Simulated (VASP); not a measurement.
Here is the system:

```
CELL_PARAMETERS angstrom
      2.61375    -4.52715     0.00000
      2.61375     4.52715     0.00000
      0.00000     0.00000     4.19155
ATOMIC_POSITIONS crystal
  Ni 0.84036 0.68071 0.25000
  Ni 0.15964 0.84036 0.75000
  Ni 0.31929 0.15964 0.25000
  Ni 0.15964 0.31929 0.75000
  Ni 0.84036 0.15964 0.25000
  Ni 0.68071 0.84036 0.75000
  Sn 0.33333 0.66667 0.25000
  Sn 0.66667 0.33333 0.75000
```

The numbers are results of PBEsol GGA, VASP's PBE PAW potentials (set 64) (plane waves; VASP), not measurements. Numerical set-up: 400 eV cut-off, 8×8×8 Γ-centred mesh, tetrahedra with Blöchl corrections, potentials Ni Sn_d.

The cores are frozen, which limits the accuracy of field gradients.

Task: Give the principal components of the electric field gradient (V/Å²) and the asymmetry η at each nucleus.

Result: 
```tsv
atom	Vxx	Vyy	Vzz	η
Ni1	3.9	1.6	-5.5	0.43
Ni2	3.9	1.6	-5.5	0.43
Ni3	3.9	1.6	-5.5	0.43
Ni4	3.9	1.6	-5.5	0.43
Ni5	3.9	1.6	-5.5	0.43
Ni6	3.9	1.6	-5.5	0.43
Sn7	7.9	7.9	-15.8	0.00
Sn8	7.9	7.9	-15.8	0.00
```

The compound is Ni3Sn in the sg194 structure. It was relaxed first. The run is not spin-polarised, so no magnetic state was tried.
